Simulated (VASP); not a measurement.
Data:

```
AuCu3
1.0
    3.76002     0.00000     0.00000
    0.00000     3.76002     0.00000
    0.00000     0.00000     3.76002
Cu Au
3 1
Direct
  0.00000   0.50000   0.50000
  0.50000   0.00000   0.50000
  0.50000   0.50000   0.00000
  0.00000   0.00000   0.00000
```

Level of theory: PBE GGA with D3 dispersion (Becke-Johnson damping), VASP's PBE PAW potentials (set 64) (plane waves; VASP). Numerical set-up: 520 eV cut-off, 8×8×8 Γ-centred mesh, first-order Methfessel-Paxton smearing of 0.10 eV, potentials Cu Au.

Unless said otherwise, spin-orbit coupling is left out, though it shifts the bands of the heavy elements here.

Problem. Estimate the energy per atom (σ→0), pressure, band gap (on the k-mesh) with the smallest direct gap where there is one.

Solution. 
The band gap (on the k-mesh) comes out as none (metal, semimetal or under 0.01 eV) and the energy per atom (σ→0) comes out as -4.234 eV/atom. The pressure is -4.36 GPa.

The absolute energy has meaning only against runs of the same code, potentials and settings.

The compound is Cu3Au in the L1_2 structure. This cell is one point of a volume scan, at 1.03 of the reference volume.
